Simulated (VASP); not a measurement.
An input for Quantum ESPRESSO's pw.x (written as the equivalent of a VASP run, and not itself run):

```
&CONTROL
  calculation = 'vc-relax'
  pseudo_dir = './pseudo'
  outdir = './out'
  tprnfor = .true.
  tstress = .true.
  nstep = 60
  forc_conv_thr = 0.00039
/
&SYSTEM
  ibrav = 0
  nat = 2
  ntyp = 2
  ecutwfc = 84
  occupations = 'smearing'
  smearing = 'methfessel-paxton'
  degauss = 0.00735
  input_dft = 'pz'
/
&ELECTRONS
  conv_thr = 7.3e-08
  electron_maxstep = 100
/
&IONS
/
&CELL
/
ATOMIC_SPECIES
  V 50.941 V.upf
  N 14.007 N.upf
CELL_PARAMETERS angstrom
     0.0000000    2.0240091    2.0240091
     2.0240091    0.0000000    2.0240091
     2.0240091    2.0240091   -0.0000000
ATOMIC_POSITIONS crystal
  V    0.0000000  0.0000000  0.0000000
  N    0.5000000  0.5000000  0.5000000
K_POINTS automatic
  14 14 14 0 0 0
```

Task: Write the VASP files for the same calculation (LDA).

Result: Several could match; the one computed here: 
**KPOINTS**
```
Automatic mesh
0
Gamma
14 14 14
0 0 0
```

### INCAR
```
SYSTEM=VN
PREC=Accurate; ENCUT=520; LREAL=.FALSE.
LASPH=.TRUE.
EDIFF=1E-6; NELM=100; ALGO=Normal
LMAXMIX=4
ISMEAR=1; SIGMA=0.1
IBRION=2; NSW=60; ISIF=3
EDIFFG=-0.01
LWAVE=.FALSE.; LCHARG=.FALSE.
```

POSCAR:
```
VN
1.0
  0.0000000000   2.0240090957   2.0240090957
  2.0240090957   0.0000000000   2.0240090957
  2.0240090957   2.0240090957   0.0000000000
V N
1 1
Cart
  0.0000000000   0.0000000000   0.0000000000
  2.0240090957   2.0240090957   2.0240090957
```

POTCAR, in this order: V_sv N (LDA.64 set). Program: vasp_std.

What does not carry over: the potentials are each code's own (VASP's PAW set, PseudoDojo norm-conserving files in pw.x), so ENCUT and ecutwfc are chosen apart and not converted; conv_thr bounds pw.x's estimated SCF error, while EDIFF bounds the energy change between steps; forc_conv_thr acts on force components and is met together with etot_conv_thr.

The compound is VN in the rock salt structure, which distorts at low temperature. This run relaxes it. Symmetry was kept, so distortions that lower it aren't found. The start is the result of an earlier pass.
